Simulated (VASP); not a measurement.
## A VASP study of CuI (Marshite) (r2SCAN): structure first, properties next

What structure and properties does r2SCAN give CuI (Marshite), and how near are they to the measured ones? The steps: relaxing cell and atoms (r2SCAN), second relaxation, density, ELF and potential (r2SCAN), bands along the symmetry lines (r2SCAN), density of states (r2SCAN), zone-centre phonons (r2SCAN), optical spectrum (r2SCAN), bands along the symmetry lines (r2SCAN + SOC), band structure (HSE06) and band structure (TB-mBJ). The start is a cell from a database of measured crystal structures.

Method: r2SCAN; plane waves and PAW (Cu, I), in the first sound run; inputs show where later runs differ, in VASP 6.6.1.

**What experiment says.**

“Determination of acoustic phonon anharmonicities via second-order Raman scattering in CuI” (2023, arxiv:2305.18931) reports for CuI, zinc blende (gamma), by X-ray diffraction (solution-grown single crystal, (111) facets): lattice constant a (cubic lattice constant) 6.053 ± 0.003 Å [measurement temperature not stated, presumably room temperature]; Raman mode (TO at Gamma) 133.3 cm⁻¹ at 10 K [the paper's Table II gives 132.2 cm-1 for the same TO mode at 9 K].

Most raw output is cut from this account.

The database entry behind the starting cell differs from later determinations by our own check (about 0.15 % long (mineral sample)), so it need not match the best structure at ambient conditions.

## Step 1: Starting point

Before any relaxation, the start is as follows. Symmetry: F-43m, No. 216, cubic system. The conventional cell has a = 6.063 Å, b = 6.063 Å, c = 6.063 Å, α = 90.00°, β = 90.00°, γ = 90.00°. Cu has 4 I at 2.63 Å nearest. Nearest to I lie 4 Cu at 2.63 Å. Farther neighbours and most contacts between anions are not listed.

Coordinates:

```cif
data_structure
_symmetry_space_group_name_H-M 'P 1'
_symmetry_Int_Tables_number 1
_cell_length_a 4.2872
_cell_length_b 4.2872
_cell_length_c 4.2872
_cell_angle_alpha 60.000
_cell_angle_beta 60.000
_cell_angle_gamma 60.000
_cell_volume 55.72
loop_
_atom_site_label
_atom_site_type_symbol
_atom_site_fract_x
_atom_site_fract_y
_atom_site_fract_z
_atom_site_occupancy
Cu1 Cu 0.25000 0.25000 0.25000 1
I2 I 0.00000 0.00000 0.00000 1
```

## Step 2: Relaxing cell and atoms (r2SCAN)

Properties are meant for the cell that this level of theory prefers, so cell and atoms are relaxed first (ISIF = 3) until forces and stress are small; EDIFFG sets the threshold. r2SCAN adds the kinetic-energy density, costs more than a GGA and is run with LASPH.

INCAR

```
SYSTEM = CuI
PREC = Accurate
ENCUT = 400
EDIFF = 1E-06
NELM = 100
ISMEAR = 0
SIGMA = 0.05
LREAL = .FALSE.
ALGO = Normal
METAGGA = R2SCAN
LASPH = .TRUE.
NBANDS = 15
LORBIT = 11
LWAVE = .FALSE.
LCHARG = .FALSE.
KPAR = 2
IBRION = 2
NSW = 60
ISIF = 3
EDIFFG = -0.01
```

POSCAR

```
CuI
1.0
    0.0000000000      3.0315000000      3.0315000000
    3.0315000000      0.0000000000      3.0315000000
    3.0315000000      3.0315000000      0.0000000000
Cu I
1 1
Direct
    0.2500000000      0.2500000000      0.2500000000
    0.0000000000      0.0000000000      0.0000000000
```

KPOINTS

```
Automatic mesh
0
Gamma
6 6 6
0 0 0
```

PAW data sets: Cu and I (PBE family, release 64).

On the command line:

```sh
> mpirun -np 2 vasp_std
```

The job ended after 1.7 min (2 MPI ranks of AMD EPYC 7R43, shared host; peak memory 0.27 GiB; 3.4 min of CPU time).

The gap is read on the k-mesh alone, so it is an upper bound where the band edges lie off the mesh. The PAW data sets were made with PBE, which is usual practice but a small mismatch for other functionals. The run keeps the 24 symmetry operations of its start, so it cannot find a distortion of lower symmetry.

The steps of the relaxation:

| step | energy less that of the first step (eV) | largest force (eV/Å) | pressure (GPa) | volume (Å³) |
| --- | --- | --- | --- | --- |
| 1 | 0.0000 | 0.0000 | -1.17 | 55.72 |
| 2 | -0.0047 | 0.0000 | 0.20 | 54.09 |
| 3 | -0.0048 | 0.0000 | -0.01 | 54.35 |

| conventional cell, symmetrised | before | after | change |
| --- | --- | --- | --- |
| a (Å) | 6.063 | 6.013 | -0.8 % |
| b (Å) | 6.063 | 6.013 | -0.8 % |
| c (Å) | 6.063 | 6.013 | -0.8 % |
| volume (Å³/atom) | 27.86 | 27.18 | -2.5 % |

Final coordinates:

```
Cu I
1.0
     0.00000    3.00648    3.00648
     3.00648    0.00000    3.00648
     3.00648    3.00648    0.00000
Cu I
1 1
Direct
  0.25000 0.25000 0.25000
  0.00000 0.00000 0.00000
```

This step gave:

- electrons: 18
- bands: 15
- irreducible k-points: 16
- symmetry operations: 24
- free energy (TOTEN): -35.79 eV
- Fermi energy: 4.754 eV
- pressure: -0.007110 GPa
- metallic: no
- valence top at k: 0, 0, 0
- conduction bottom at k: 0, 0, 0
- least direct gap at k: 0, 0, 0
- SCF cycles over all ionic steps: 32
- gap on the k-mesh: 1.685 eV
- least direct gap on the k-mesh: 1.685 eV

It ends with forces that vanish by symmetry and a pressure of -0.01 GPa. The volume lies -2.5 % from that of the database's start, which holds the thermal and zero-point expansion of its experiment.

## Step 3: Second relaxation

A relaxation keeps the plane waves of the cell it began with, so it is repeated from the new cell, on a basis made for it.

INCAR is that of step 2.

POSCAR

```
CuI
1.0
    0.0000000000      3.0064812349      3.0064812349
    3.0064812349      0.0000000000      3.0064812349
    3.0064812349      3.0064812349      0.0000000000
Cu I
1 1
Direct
    0.2500000000      0.2500000000      0.2500000000
    0.0000000000      0.0000000000      0.0000000000
```

KPOINTS is that of step 2.

On the command line:

```sh
> mpirun -np 2 vasp_std
```

Run time: 1.9 min. Hardware: 2 MPI ranks; peak memory 0.27 GiB.

Little changed from the start: no atom moved by 0.005 Å and no cell edge by 0.1 %.

Numbers from this step:

- Fermi energy: 4.765 eV
- pressure: 0.01223 GPa
- SCF cycles over all ionic steps: 34
- gap on the k-mesh: 1.688 eV
- least direct gap on the k-mesh: 1.688 eV

It ends with forces that vanish by symmetry and a pressure of 0.01 GPa. The volume moved by only 0.10 %, so the volume is settled.

## Step 4: Density, ELF and potential (r2SCAN)

A single point on the relaxed cell gives a clean self-consistent state, with density, ELF and potential written out.

INCAR, as its differences from that of step 3:

```diff
@@ -14,7 +14,5 @@
 LWAVE = .FALSE.
-LCHARG = .FALSE.
-KPAR = 2
-IBRION = 2
-NSW = 60
-ISIF = 3
-EDIFFG = -0.01
+LCHARG = .TRUE.
+ISIF = 2
+LELF = .TRUE.
+LVHAR = .TRUE.
```

POSCAR

```
CuI
1.0
    0.0000000000      3.0055023643      3.0055023643
    3.0055023643      0.0000000000      3.0055023643
    3.0055023643      3.0055023643      0.0000000000
Cu I
1 1
Direct
    0.2500000000      0.2500000000      0.2500000000
    0.0000000000      0.0000000000      0.0000000000
```

KPOINTS is that of step 3.

On the command line:

```sh
> mpirun -np 2 vasp_std
```

It took 54 s on 2 MPI ranks; peak memory 0.22 GiB; 1.8 min of CPU time.

Numbers from this step:

```
SCF cycles   : 16
bands        : 16
Fermi energy : 4.819 eV
pressure     : -5.05e-4 GPa
```

Valence electrons inside each PAW sphere by angular momentum. Sphere charges, by row:

```
atom  s (e)  p (e)  d (e)  tot (e)
 Cu1  0.327  0.283   9.36     9.97
  I2  1.491  2.819  0.057    4.367
```

Valence density in the ac plane of a cell with a along [110], b along [-110] and c along [001] of the cube at fractional y = 0.000, with atoms of Cu and I within 0.2 Å of it. It is the smooth field of the valence electrons, not physical close to the nuclei.

Values in units of 1e0 e/Å³, 9 rows by 16 columns, each cell a mean:
```
0.3 0.7 0.4 0.3 0.3 0.3 0.6 0.4 0.3 0.7 0.4 0.3 0.3 0.3 0.6 0.4
0.5 0.4 0.5 4.7 6.6 1.1 0.4 0.5 0.5 0.4 0.5 4.7 6.6 1.1 0.4 0.5
0.1 0.1 0.6 6.9 9.8 1.5 0.2 0.1 0.1 0.1 0.6 6.9 9.8 1.5 0.2 0.1
0.0 0.0 0.1 0.5 0.6 0.2 0.1 0.0 0.0 0.0 0.1 0.5 0.6 0.2 0.1 0.0
0.0 0.0 0.0 0.1 0.1 0.0 0.0 0.0 0.0 0.0 0.0 0.1 0.1 0.0 0.0 0.0
0.0 0.0 0.0 0.0 0.0 0.0 0.0 0.0 0.0 0.0 0.0 0.0 0.0 0.0 0.0 0.0
0.1 0.1 0.0 0.0 0.0 0.0 0.1 0.1 0.1 0.1 0.0 0.0 0.0 0.0 0.1 0.1
0.6 0.4 0.1 0.0 0.0 0.1 0.3 0.5 0.6 0.4 0.1 0.0 0.0 0.1 0.3 0.5
0.0 0.6 0.3 0.1 0.1 0.2 0.6 0.2 0.0 0.6 0.3 0.1 0.1 0.2 0.6 0.2
```
Columns run along a (8.5 Å), rows up along c (6.0 Å), edges of the conventional cell, whose origin can differ from the input's. Atoms in or near the plane, at fractional coordinates: Cu at (0.75, 0.75), Cu at (0.25, 0.75), I at (0.50, 0.00), I at (0.00, 0.00).

Electrostatic potential energy in the ac plane of a cell with a along [110], b along [-110] and c along [001] of the cube at fractional y = 0.000, with atoms of Cu and I within 0.2 Å of it. With pseudopotentials it is smooth inside the atoms' cores, unlike the true potential.

Values in eV, 9 rows by 16 columns, each cell a mean:
```
-81 -42  -4  -3  -4  -2 -25 -75 -81 -42  -4  -3  -4  -2 -25 -75
-15  -4  -9 -33 -37 -16  -3 -11 -15  -4  -9 -33 -37 -16  -3 -11
  3   2 -11 -38 -43 -20   1   3   3   2 -11 -38 -43 -20   1   3
  4   3   1  -8 -10  -1   3   4   4   3   1  -8 -10  -1   3   4
  4   4   3   3   3   3   4   4   4   4   3   3   3   3   4   4
  4   4   4   4   4   4   4   4   4   4   4   4   4   4   4   4
  2   3   4   4   4   4   3   2   2   3   4   4   4   4   3   2
-30 -10   1   3   4   2  -4 -25 -30 -10   1   3   4   2  -4 -25
-87 -52  -4   3   3   0 -31 -83 -87 -52  -4   3   3   0 -31 -83
```
Columns run along a (8.5 Å; values clipped at the 3rd and 97th percentile), rows up along c (6.0 Å), edges of the conventional cell, whose origin can differ from the input's. Atoms in or near the plane, at fractional coordinates: Cu at (0.75, 0.75), Cu at (0.25, 0.75), I at (0.50, 0.00), I at (0.00, 0.00).

ELF in the ac plane of a cell with a along [110], b along [-110] and c along [001] of the cube at fractional y = 0.000, with atoms of Cu and I within 0.2 Å of it. It is the smooth field of the valence electrons, not physical close to the nuclei.

Ten even steps from '_' (0.01) to '@' (0.87), each cell a mean:
```
##%%@@%%==....::##@@@@####%%@@%%==....::##@@@@##
@@@@@@**::......==%%@@@@@@@@@@**::......==%%@@@@
@@@@##--..____..::++%%@@@@@@##--..____..::++%%@@
##**--....______..::++####**--....______..::++##
--::......______....::----::......______....::--
____....::......::....______....::......::....__
______..............__________..............____
________..........______________..........______
________________________________________________
________________________________________________
....__________________......__________________..
++==::..__________..--++++==::..__________..--++
%%%%**==..______::++##%%%%%%**==..______::++##%%
@@@@@@##--____..++%%@@@@@@@@@@##--____..++%%@@@@
%%@@@@%%++..__--##@@@@%%%%@@@@%%++..__--##@@@@%%
++%%@@@@++....--%%@@@@**++%%@@@@++....--%%@@@@**
```
Columns run along a (8.5 Å), rows up along c (6.0 Å), edges of the conventional cell, whose origin can differ from the input's. Atoms in or near the plane, at fractional coordinates: Cu at (0.75, 0.75), Cu at (0.25, 0.75), I at (0.50, 0.00), I at (0.00, 0.00).

In this run the pressure is 0.00 GPa, small enough to go on.

## Step 5: Bands along the symmetry lines (r2SCAN)

The mesh alone shows little of the dispersion and can miss band extrema, so KPOINTS_OPT adds a path through the symmetry points after the self-consistent cycle.

INCAR

```
SYSTEM = CuI
PREC = Accurate
ENCUT = 400
EDIFF = 1E-06
NELM = 100
ISMEAR = 0
SIGMA = 0.05
LREAL = .FALSE.
ALGO = Normal
METAGGA = R2SCAN
LASPH = .TRUE.
NBANDS = 21
LORBIT = 11
LWAVE = .FALSE.
LCHARG = .FALSE.
KPAR = 2
```

POSCAR is that of step 4.

KPOINTS is that of step 4.

KPOINTS_OPT

```
Line mode
16
Line-mode
Reciprocal
  0.00000000   0.00000000   0.00000000 GAMMA
  0.50000000   0.00000000   0.50000000 X

  0.50000000   0.00000000   0.50000000 X
  0.50000000   0.25000000   0.75000000 W

  0.50000000   0.25000000   0.75000000 W
  0.37500000   0.37500000   0.75000000 K

  0.37500000   0.37500000   0.75000000 K
  0.00000000   0.00000000   0.00000000 GAMMA

  0.00000000   0.00000000   0.00000000 GAMMA
  0.50000000   0.50000000   0.50000000 L

  0.50000000   0.50000000   0.50000000 L
  0.62500000   0.25000000   0.62500000 U

  0.62500000   0.25000000   0.62500000 U
  0.50000000   0.25000000   0.75000000 W

  0.50000000   0.25000000   0.75000000 W
  0.50000000   0.50000000   0.50000000 L

  0.50000000   0.50000000   0.50000000 L
  0.37500000   0.37500000   0.75000000 K

  0.62500000   0.25000000   0.62500000 U
  0.50000000   0.00000000   0.50000000 X
```

On the command line:

```sh
> mpirun -np 2 vasp_std
```

Elapsed: 4.8 min, on 2 MPI ranks; peak memory 0.28 GiB; 9.6 min of CPU time.

Spin-orbit coupling is off here; with elements this heavy it splits and shifts levels by tenths of an eV or more.

Numbers from this step:

| Quantity | Value |
| --- | --- |
| bands | 21 |
| Fermi energy | 4.827 eV |
| pressure | 0.001298 GPa |
| least gap on mesh and path | 1.688 eV |
| least direct gap on mesh and path | 1.688 eV |

The electronic bands at the labelled points (eV, zero at the valence-band top; v1 is the highest filled band, c1 the lowest empty one):

```
          point     v4     v3     v2     v1    c1    c2    c3     c4
              Γ  -1.94   0.00   0.00   0.00  1.69  5.21  5.21   5.21
0.47 of the way  -1.90  -1.04  -0.86  -0.86  3.60  3.76  7.03   7.03
              X  -1.86  -1.85  -1.59  -1.59  2.89  3.16  9.99  10.54
0.47 of the way  -1.96  -1.85  -1.64  -1.43  3.51  3.75  8.47   8.66
              W  -2.02  -1.85  -1.69  -1.33  4.87  4.98  6.52   6.68
0.47 of the way  -1.95  -1.82  -1.66  -1.32  4.02  5.00  7.07   7.43
              K  -1.92  -1.80  -1.58  -1.32  3.35  4.98  8.02   8.35
0.47 of the way  -1.92  -1.46  -1.21  -0.47  3.72  5.48  5.82   6.12
              Γ  -1.94   0.00   0.00   0.00  1.69  5.21  5.21   5.21
0.47 of the way  -1.95  -1.24  -0.36  -0.36  2.74  5.74  5.76   5.76
              L  -1.91  -1.88  -0.75  -0.75  2.57  5.72  5.72   7.76
0.53 of the way  -1.93  -1.82  -1.31  -1.01  3.58  5.20  6.73   7.54
              U  -1.92  -1.80  -1.58  -1.32  3.35  4.98  8.02   8.35
0.53 of the way  -1.95  -1.82  -1.66  -1.32  4.02  5.00  7.07   7.43
              W  -2.02  -1.85  -1.69  -1.33  4.87  4.98  6.52   6.68
0.47 of the way  -1.94  -1.81  -1.41  -1.09  4.04  4.89  6.63   7.93
              L  -1.91  -1.88  -0.75  -0.75  2.57  5.72  5.72   7.76
0.53 of the way  -1.93  -1.82  -1.31  -1.01  3.58  5.20  6.73   7.54
              K  -1.92  -1.80  -1.58  -1.32  3.35  4.98  8.02   8.35
      jump to U  -1.92  -1.80  -1.58  -1.32  3.35  4.98  8.02   8.35
0.47 of the way  -1.88  -1.88  -1.57  -1.51  3.10  3.73  8.98   9.51
              X  -1.86  -1.85  -1.59  -1.59  2.89  3.16  9.99  10.54
```

Of the projections kept (Cu, I), the largest for each band there; the rest of the weight can lie on other orbitals:

```
point       v4       v3       v2       v1       c1       c2       c3       c4
    Γ  Cu 0.99  Cu 0.68  Cu 0.68  Cu 0.68  Cu 0.55  Cu 0.59  Cu 0.59  Cu 0.59
    X  Cu 0.98  Cu 1.00  Cu 0.94  Cu 0.94  Cu 0.65  Cu 0.68   I 0.75   I 0.52
    W  Cu 0.97  Cu 1.00  Cu 0.99  Cu 0.94   I 0.63  Cu 0.51  Cu 0.57   I 0.58
    K  Cu 1.00  Cu 0.98  Cu 0.97  Cu 0.90  Cu 0.65   I 0.55   I 0.68   I 0.61
    Γ  Cu 0.99  Cu 0.68  Cu 0.68  Cu 0.68  Cu 0.55  Cu 0.59  Cu 0.59  Cu 0.59
    L  Cu 1.00  Cu 0.99  Cu 0.77  Cu 0.77  Cu 0.64  Cu 0.53  Cu 0.54   I 0.69
```

The path finds the gap of the mesh within 0.02 eV, so the mesh comes close to both band edges.

## Step 6: Density of states (r2SCAN)

A density of states needs more k-points than a total energy; ISMEAR = -5 takes tetrahedra, and LORBIT projects the states on the PAW spheres. The mesh is finer than in the run before.

INCAR, as its differences from that of step 5:

```diff
@@ -5,3 +5,3 @@
 NELM = 100
-ISMEAR = 0
+ISMEAR = -5
 SIGMA = 0.05
@@ -16 +16,2 @@
 KPAR = 2
+NEDOS = 2001
```

POSCAR is that of step 5.

KPOINTS

```
Automatic mesh
0
Gamma
8 8 8
0 0 0
```

On the command line:

```sh
> mpirun -np 2 vasp_std
```

Run time: 2.3 min. Hardware: 2 MPI ranks; peak memory 0.27 GiB; 4.5 min of CPU time.

This step gave:

```
SCF cycles           : 17
irreducible k-points : 29
Fermi energy         : 4.543 eV
pressure             : 0.02632 GPa
```

The density of states has structure finer than the step of the table below, so its rows give means over 1 eV, whole bins alone (the curve runs from -12.0 to 9.67 eV). Peaks (eV: height): total -5.6: 5.87, -3.9: 17.4, -2.0: 22.0, -1.9: 41.8; Cu d -3.9: 5.16, -2.0: 19.6, -1.9: 38.9; I p -5.6: 2.13, -3.9: 6.66.

States under -12.0 eV and over 9.7 eV are left out. Density of states against energy, zero at the valence-band top; means over each step; values in states/eV/cell:

```
energy (eV)   total    Cu d      I p
         -7       0       0        0
         -6    1.16  0.0308    0.419
         -5    1.34   0.134    0.510
         -4    3.23   0.743     1.28
         -3       0       0        0
         -2    6.68    6.03   0.0441
         -1    3.54    2.61    0.390
          0   0.306   0.188   0.0684
          1       0       0        0
          2  0.0198  1.7e-4  0.00158
          3   0.842  0.0334   0.0634
          4    1.58  0.0846    0.138
          5    1.50  0.0644    0.144
          6    1.56  0.0511    0.101
          7    1.14  0.0407    0.112
          8    1.27  0.0585    0.143
          9    1.38  0.0655    0.113
```

The gap on this mesh is 1.69 eV. In the top eV of the valence band the largest shares in the PAW spheres are Cu d 66 % and I p 17 %. The rest lies in smaller channels or between the spheres.

## Step 7: Zone-centre phonons (r2SCAN)

Zone-centre modes test whether the atoms sit at a minimum within this cell. IBRION = 6 takes the force constants from differences of forces between displaced cells, so the forces must be tight.

INCAR

```
SYSTEM = CuI
PREC = Accurate
ENCUT = 400
EDIFF = 1E-08
NELM = 100
ISMEAR = 0
SIGMA = 0.05
LREAL = .FALSE.
ALGO = Normal
METAGGA = R2SCAN
LASPH = .TRUE.
NBANDS = 15
LORBIT = 11
LWAVE = .FALSE.
LCHARG = .FALSE.
KPAR = 2
IBRION = 6
NFREE = 2
POTIM = 0.015
ISIF = 2
NSW = 1
```

POSCAR is that of step 6.

KPOINTS

```
Automatic mesh
0
Gamma
6 6 6
0 0 0
```

On the command line:

```sh
> mpirun -np 2 vasp_std
```

Run time: 5.4 min. Hardware: 2 MPI ranks; peak memory 0.3 GiB.

The last energy, forces, stress and levels in OUTCAR belong to the last displaced cell, not to the cell of POSCAR.

Numbers from this step:

```yaml
bands: 15
irreducible_k_points: 16
pressure_of_the_cell: 0.01552 GPa
largest_force_of_the_cell: 0 eV/Å
```

Transverse limit, no LO-TO splitting. The modes at Γ (shares of kinetic energy by element, %) (negative means imaginary):

```
mode  frequency (cm⁻¹)  symmetry  Cu %  I %
   1              -5.1  acoustic    30   70
   2              -5.1  acoustic    30   70
   3              -5.1  acoustic    30   70
   4             138.7        T2    70   30
   5             138.7        T2    70   30
   6             138.7        T2    70   30
```

Displacements in mode 6 (138.7 cm⁻¹), the largest set to 1:
```
Cu1 -1.00  0.00  0.00
I2   0.46  0.00  0.00
```

The three acoustic modes lie within 5.1 cm⁻¹ of zero, and all others are real. By the characters of their eigenvectors the optical modes sort into (cm⁻¹) Raman active: T2 139; infrared active: T2 139.

(Continued in part 2 of 2.)

[Lines on the potential files, build, host, timing and source positions are cut from VASP's logs without a mark.]

[Logs are printed without paths, hosts, clocks, repeated set-up lines and the standing remarks that a program may print on its own settings, such as how far it seeks lower states.]

[Hosts, paths, dates, database ids (printed as entryN), source tags and the programs' standing remarks are cut or masked in the printed files.]

[A measured line is paired with the nearest computed mode of its activity, which favours agreement.]
